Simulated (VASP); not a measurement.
# NbCd₃: convergence, relaxation of the cell

NbCd₃, Pm-3m (no. 221), 4 atoms in the cell. PBE; PAW potentials Cd, Nb_sv (PBE set). VASP 6.6.1. The cell is changed on purpose: volume scaled by 1.1.

Wanted: cell volume within 0.05 %; lattice lengths within 0.03 %; shortest distances from each atom, periodic images included within 0.002 Å.

What the run is for: cell; Accuracy asked: tight.

The series start from Plane-wave cutoff (eV): 440; Smearing width (eV): 0.1; k-point mesh: 7 × 7 × 7; Relaxation passes: 2; Ionic threshold (EDIFFG): -0.005; Electronic threshold (eV): 1e-6; Precision mode (PREC): Accurate; Relaxation algorithm: IBRION=2 POTIM=0.5. Each series keeps the choices made before it, and each single choice may use up half of a tolerance. Times cover all steps of a run.

## Plane-wave cutoff (eV)

| Plane-wave cutoff (eV) | Cell volume (Å³) | Lattice lengths, largest deviation against the largest value | Shortest distances from each atom, periodic images included, largest deviation (Å) | Time (s) |
|---|---|---|---|---|
| 300 | 79.9 | 0.13 % | 0.0038 | 23 |
| 340 | 79.62 | 0.24 % | 0.0074 | 30 |
| 380 | 79.35 | 0.35 % | 0.0108 | 28 |
| 440 | 79.88 | 0.13 % | 0.0041 | 43 |
| 520 | 80.19 | 0.0051 % | 0.0002 | 32 |
| 620 | 80.12 | 0.032 % | 0.0010 | 47 |
| 780 (reference) | 80.2 | 0 % | 0.0000 | 62 |

Chosen: 780; the next looser run is off by more than half of the tolerance, so convergence isn't shown beyond this value.

## Smearing width (eV)

| Smearing width (eV) | Cell volume (Å³) | Lattice lengths, largest deviation against the largest value | Shortest distances from each atom, periodic images included, largest deviation (Å) | Time (s) |
|---|---|---|---|---|
| 0.4 | 80.21 | 0.0021 % | 0.0001 | 62 |
| 0.3 | 80.21 | 0.0026 % | 0.0001 | 60 |
| 0.2 | 80.2 | 0.0014 % | 0.0000 | 59 |
| 0.15 | 80.2 | 0.0028 % | 0.0001 | 59 |
| 0.1 | 80.2 | 0.0028 % | 0.0001 | 62 |
| 0.05 (reference) | 80.21 | 0 % | 0.0000 | 60 |

Chosen: 0.4, the loosest value from which every tighter one stays within half of the tolerance.

## k-point mesh

| k-point mesh | Cell volume (Å³) | Lattice lengths, largest deviation against the largest value | Shortest distances from each atom, periodic images included, largest deviation (Å) | Time (s) |
|---|---|---|---|---|
| 3 × 3 × 3 | 80.27 | 0.031 % | 0.0009 | 17 |
| 4 × 4 × 4 | 80.12 | 0.032 % | 0.0010 | 35 |
| 5 × 5 × 5 | 80.27 | 0.029 % | 0.0009 | 45 |
| 6 × 6 × 6 | 80.24 | 0.018 % | 0.0005 | 59 |
| 7 × 7 × 7 | 80.21 | 0.0058 % | 0.0002 | 62 |
| 9 × 9 × 9 (reference) | 80.2 | 0 % | 0.0000 | 87 |

Chosen: 7 × 7 × 7.

## Relaxation passes

| Relaxation passes | Cell volume (Å³) | Lattice lengths, largest deviation against the largest value | Shortest distances from each atom, periodic images included, largest deviation (Å) | Time (s) |
|---|---|---|---|---|
| 1 | 80.21 | 0 % | 0.0000 | 48 |
| 2 | 80.21 | 0 % | 0.0000 | 62 |
| 3 (reference) | 80.21 | 0 % | 0.0000 | 75 |

Chosen: 1.

## Ionic threshold (EDIFFG)

| Ionic threshold (EDIFFG) | Cell volume (Å³) | Lattice lengths, largest deviation against the largest value | Shortest distances from each atom, periodic images included, largest deviation (Å) | Time (s) |
|---|---|---|---|---|
| -0.05 | 80.21 | 0 % | 0.0000 | 52 |
| -0.02 | 80.21 | 0 % | 0.0000 | 61 |
| -0.01 | 80.21 | 0 % | 0.0000 | 48 |
| -0.005 | 80.21 | 0 % | 0.0000 | 48 |
| -0.002 (reference) | 80.21 | 0 % | 0.0000 | 48 |

Chosen: -0.05.

## Electronic threshold (eV)

| Electronic threshold (eV) | Cell volume (Å³) | Lattice lengths, largest deviation against the largest value | Shortest distances from each atom, periodic images included, largest deviation (Å) | Time (s) |
|---|---|---|---|---|
| 0.0001 | 80.24 | 0.013 % | 0.0004 | 40 |
| 1e-5 | 80.23 | 0.0065 % | 0.0002 | 43 |
| 1e-6 | 80.21 | 0 % | 0.0000 | 52 |
| 1e-7 (reference) | 80.21 | 0 % | 0.0000 | 51 |

Chosen: 1e-5.

## Precision mode (PREC)

| Precision mode (PREC) | Cell volume (Å³) | Lattice lengths, largest deviation against the largest value | Shortest distances from each atom, periodic images included, largest deviation (Å) | Time (s) |
|---|---|---|---|---|
| Normal | 80.22 | 0.0014 % | 0.0001 | 25 |
| Accurate (reference) | 80.23 | 0 % | 0.0000 | 43 |

Chosen: Normal.

## Relaxation algorithm

| Relaxation algorithm | Cell volume (Å³) | Lattice lengths, largest deviation against the largest value | Shortest distances from each atom, periodic images included, largest deviation (Å) | Time (s) |
|---|---|---|---|---|
| IBRION=2 POTIM=0.5 | 80.22 | 0 % | 0.0000 | 25 |
| IBRION=2 POTIM=0.2 | 80.16 | 0.025 % | 0.0008 | 24 |
| IBRION=1 POTIM=0.5 | 80.2 | 0.0088 % | 0.0003 | 24 |
| IBRION=1 POTIM=0.2 | 80.17 | 0.022 % | 0.0007 | 23 |

Chosen: IBRION=2 POTIM=0.5; no other choice that stays within half of the tolerance saves 30 % of the time.

## All choices together

| Input | Cell volume (Å³) | Lattice lengths, largest deviation against the largest value | Shortest distances from each atom, periodic images included, largest deviation (Å) | Time (s) |
|---|---|---|---|---|
| the program's defaults (naive) | 80.01 | 0.077 % | 0.0023 | 4.2 |
| chosen settings | 80.22 | 0.013 % | 0.0004 | 25 |
| reference settings throughout | 80.19 | 0 % | 0.0000 | 112 |

The chosen settings stay within the tolerance of the reference run, but the reference itself isn't shown to be converged in: Plane-wave cutoff (eV).

Values of the reference run: Lattice lengths: 4.312, 4.312, 4.312 Å.

## The input

INCAR.step1:
```
ALGO = Normal
EDIFF = 1E-5
EDIFFG = -0.05
ENCUT = 780
GGA = PE
GGA_COMPAT = False
IBRION = 2
ISIF = 3
ISMEAR = 1
KPAR = 8
LASPH = True
LCHARG = False
LREAL = False
LWAVE = False
NELM = 120
NELMIN = 4
NSW = 80
POTIM = 0.5
PREC = Normal
SIGMA = 0.4
```

INCAR.step2, as INCAR.step1 but for:
```
- EDIFFG = -0.05
- IBRION = 2
- ISIF = 3
- NELMIN = 4
- NSW = 80
- POTIM = 0.5
+ ISIF = 2
```

KPOINTS:
```
Automatic mesh
0
Gamma
  7 7 7
  0 0 0
```

POSCAR.step1:
```
NbCd3
1.0
    4.3510606866      0.0000000000      0.0000000000
    0.0000000000      4.3510606866      0.0000000000
    0.0000000000      0.0000000000      4.3510606866
Cd Nb
3 1
Direct
    0.5000000000      0.5000000000      0.0000000000
    0.5000000000      0.0000000000      0.5000000000
    0.0000000000      0.5000000000      0.5000000000
    0.0000000000      0.0000000000      0.0000000000
```

Commands (each step's output is kept before the next begins):
```
cat potpaw_PBE.64/Cd/POTCAR potpaw_PBE.64/Nb_sv/POTCAR > POTCAR
cp INCAR.step1 INCAR
cp POSCAR.step1 POSCAR
mpirun -np 8 vasp_std > vasp.out
cp CONTCAR POSCAR
cp INCAR.step2 INCAR
mpirun -np 8 vasp_std > vasp.out
```

The chosen input took VASP 6.6.1 25 s on 8 cores (AMD EPYC 7R43 (Zen 3)), a shared host.

## An input that fails: cell relaxed at a low cutoff

It runs to its end, but against the unchanged starting input it is off by 24 % in the cell volume, 8.7 % in the lattice lengths, 0.2635 Å in the shortest distances from each atom, periodic images included.

Changes against the starting input:
```
(all steps)
- PREC = Accurate
- NELM = 120
- ENCUT = 440
+ PREC = Low
+ NELM = 95
+ ENCUT = 210
```
